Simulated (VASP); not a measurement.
Given:

```xyz
5
Lattice="12.4851 -2.2316 0.2549 12.4851 2.2316 0.2549 12.0079 0.0000 4.0906" Properties=species:S:1:pos:R:3 pbc="T T T"
Bi    14.3840     0.0000     1.7895
Bi    22.5942     0.0000     2.8109
Te    24.9703     0.0000     0.5098
Te     8.5571     0.0000     1.0646
Te    28.4211     0.0000     3.5358
```

Computed with revPBE GGA, VASP's PBE PAW potentials (set 64) (plane waves; VASP 6.6.1). Settings: 520 eV cut-off, 7×7×7 Γ-centred mesh, tetrahedra with Blöchl corrections, potentials Bi_d Te.

The cores are frozen, which limits the accuracy of field gradients. Without a dispersion term in the relaxation, distances and binding between the weakly bound layers, chains or molecules are unreliable, and so is what depends on them.

Problem. Give the principal components of the electric field gradient (V/Å²) and the asymmetry η at each nucleus.

Solution. 
```csv
atom,Vxx,Vyy,Vzz,η
Bi1,-5.5,-5.5,11.0,0.00
Bi2,-5.5,-5.5,11.0,0.00
Te3,-50.2,-50.2,100.5,0.00
Te4,31.8,31.8,-63.7,0.00
Te5,31.8,31.8,-63.7,0.00
```

The compound is Bi2Te3 in the tetradymite structure. It was relaxed first, which changed the volume by +27 %.
